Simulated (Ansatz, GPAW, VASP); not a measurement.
One calculation of CoO, 3 ways

```xyz
2
Lattice="0.0000 2.1315 2.1315 2.1315 0.0000 2.1315 2.1315 2.1315 0.0000" Properties=species:S:1:pos:R:3 pbc="T T T"
Co    0.0000    0.0000    0.0000
O     2.1315    2.1315    2.1315
```

Alike in all runs: task single point; functional PBEsol; k mesh 8 × 8 × 8; occupations gaussian, width 0.05 eV; collinear spin, random start; no spin-orbit coupling. The measured crystal is an antiferromagnetic insulator; the state found here is the runs' own. Pressure is positive in compression and, in plane waves, holds the error of the finite cutoff, which Ansatz's Pulay term estimates and takes out.

```tsv
program and potentials	plane-wave cutoff (eV)	notes	band gap (eV)	pressure (GPa)	net moment per atom (μB)
Ansatz, Ansatz PAW	420	potentials made for PBE, which Ansatz adapts in part; 11.5 valence electrons an atom on average; Pulay term of +0.77 GPa included	no gap	-11.08	1.48
GPAW, PAW data sets generated for this functional	800	7.5 valence electrons an atom on average	no gap	-10.33	1.47
VASP, PBE PAW files Co, O, 520 eV	520	potentials made for PBE; 7.5 valence electrons an atom on average	no gap	-11.84	1.45
```

None finds a gap. The pressure spans -11.84 (VASP, PBE PAW files Co, O, 520 eV) to -10.33 GPa (GPAW, PAW data sets generated for this functional). The net moment per atom spans 1.45 (VASP, PBE PAW files Co, O, 520 eV) to 1.48 μB (Ansatz, Ansatz PAW). The cell lies far from this level's equilibrium. The state is the one that the start led to, which needn't be the lowest.

Differences between rows come from potentials, basis sets and numerical settings, since the functional is the same but for its coding. Runs on potential files found faulty are left out.
